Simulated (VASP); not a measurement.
Input:

```
BN
1.0
    2.54235     0.00000     0.00000
   -1.27117     2.20174     0.00000
    0.00000     0.00000     4.20533
B N
2 2
Direct
  0.66667   0.33333   0.00034
  0.33333   0.66667   0.50034
  0.66667   0.33333   0.37466
  0.33333   0.66667   0.87466
```

Level of theory: PBEsol GGA, VASP's PBE PAW potentials (set 64) (plane waves; VASP 6.6.1). Run with 520 eV cut-off, Gaussian smearing of 0.050 eV, potentials B N.

What does the run give for the band gap (along the path) with the smallest direct gap where there is one?

The band gap (along the path) comes out as 4.94 eV and the smallest direct gap (along the path) is 8.20 eV.

The absolute energy has meaning only against runs of the same code, potentials and settings.

The structure comes from a measured BN entry (P6_3mc) of the Crystallography Open Database, whose conditions weren't checked. It was relaxed first.
